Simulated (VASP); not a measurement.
A convergence study with VASP on Fe (bcc): one setting is varied, all else stays as given below, so the limit is that of these other settings. Each run relaxes cell and ions; the cell shown is the tightest run's result. The basis is that of the starting cell, so low cut-offs carry a Pulay error.

```
CELL_PARAMETERS angstrom
     -1.41589     1.41589     1.41589
      1.41589    -1.41589     1.41589
      1.41589     1.41589    -1.41589
ATOMIC_POSITIONS crystal
  Fe 0.00000 0.00000 0.00000
```
Starting moments (μB, in the order of the record's atoms Fe): 2.5.

Method: PBE GGA, VASP's PBE PAW potentials (set 64) (plane waves; VASP). The tightest run used: 700 eV cut-off, 15×15×15 Γ-centred mesh, first-order Methfessel-Paxton smearing of 0.10 eV, potentials Fe.

The reference is ENCUT = 700, which took about 70 core-seconds. Times come from single runs on busy shared machines, so they are rough: good to a factor of about 2.

Problem. Of the settings ENCUT = 200; ENCUT = 250; ENCUT = 300; ENCUT = 350; ENCUT = 400; ENCUT = 450; ENCUT = 500; ENCUT = 550; ENCUT = 600; ENCUT = 650; ENCUT = 700, which is the lowest that keeps the difference from the reference in relaxed volume (Å³/atom) within 0.1 from there on, and what does it cost?

Solution. ENCUT = 300; its cost over the reference is about 1/3.
```csv
setting,difference in relaxed volume (Å³/atom),cost over the reference
ENCUT = 200,1.854,about 1/2
ENCUT = 250,0.336,about 1/2
ENCUT = 300,0.011,about 1/3
ENCUT = 350,0.032,about 1/3
ENCUT = 400,0.034,within a factor of 2
ENCUT = 450,0.008,within a factor of 2
ENCUT = 500,0.000,within a factor of 2
ENCUT = 550,0.002,within a factor of 2
ENCUT = 600,0.003,within a factor of 2
ENCUT = 650,0.002,within a factor of 2
ENCUT = 700,0.000,reference
```

Left out are rungs that failed or repeat a setting and relaxations that didn't move; long series are thinned to 24 rows.

The compound is Fe in the bcc structure.
